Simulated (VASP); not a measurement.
The input files of a VASP run:

**POSCAR**
```
In4As2Sb2
1
   -0.0095345971     6.3138099785     6.3138080715
    6.3042689541     0.0000064273     6.3042670186
    3.1521376907     3.1521376907     0.0000000000
In Sb As
4 2 2
Direct
  0.9851541195   0.0049487530   0.0098971275
  0.9851541195   0.5049487530   0.0098971275
  0.5139242852   0.9953587513   0.9907169636
  0.5139242852   0.4953587513   0.9907169636
  0.1272215968   0.1242592376   0.2485191655
  0.1272215968   0.6242592376   0.2485191655
  0.6236999984   0.1254332582   0.2508667434
  0.6236999984   0.6254332582   0.2508667434
```

### INCAR
```
LEFG=.True.
ENCUT=400   # plane-wave cut-off (eV)
ISIF=2   # forces and stress, cell fixed
ALGO=Normal   # blocked Davidson
LWAVE=.False.
ISMEAR=-5
SYSTEM=In4As2Sb2
LREAL=.False.   # projection in real space or not
NEDOS=601
PREC=Accurate
LCHARG=.True.
NELM=100
LMAXMIX=4
GGA=PS   # PBEsol
EDIFF=1E-7   # SCF stop (eV)
LORBIT=11   # lm-projected
LASPH=.True.   # aspherical one-centre terms
```

File KPOINTS:
```
kpoints
0
Gamma
5 5 9
0 0 0
```

POTCAR, in this order: In_d Sb As (PBE.64 set). Program: vasp_std.

Write an equivalent input for Quantum ESPRESSO's pw.x.

One equivalent input (not run):
```
&CONTROL
  calculation = 'scf'
  pseudo_dir = './pseudo'
  outdir = './out'
  tprnfor = .true.
  tstress = .true.
/
&SYSTEM
  ibrav = 0
  nat = 8
  ntyp = 3
  ecutwfc = 84
  occupations = 'tetrahedra'
  input_dft = 'pbesol'
/
&ELECTRONS
  conv_thr = 7.3e-09
  electron_maxstep = 100
/
ATOMIC_SPECIES
  In 114.818 In.upf
  Sb 121.760 Sb.upf
  As 74.922 As.upf
CELL_PARAMETERS angstrom
    -0.0095346    6.3138100    6.3138081
     6.3042690    0.0000064    6.3042670
     3.1521377    3.1521377    0.0000000
ATOMIC_POSITIONS crystal
  In   0.9851541  0.0049488  0.0098971
  In   0.9851541  0.5049488  0.0098971
  In   0.5139243  0.9953588  0.9907170
  In   0.5139243  0.4953588  0.9907170
  Sb   0.1272216  0.1242592  0.2485192
  Sb   0.1272216  0.6242592  0.2485192
  As   0.6237000  0.1254333  0.2508667
  As   0.6237000  0.6254333  0.2508667
K_POINTS automatic
  5 5 9 0 0 0
```
The two are equivalent in intent, not identical: the potentials are each code's own (VASP's PAW set, PseudoDojo norm-conserving files in pw.x), so ENCUT and ecutwfc are chosen apart and not converted; conv_thr bounds pw.x's estimated SCF error, while EDIFF bounds the energy change between steps; the field gradients of LEFG aren't asked of the other code.

The structure was generated: In4As2Sb2 was put into an ordered model structure (R3m), which need not be its known phase. It was relaxed first.
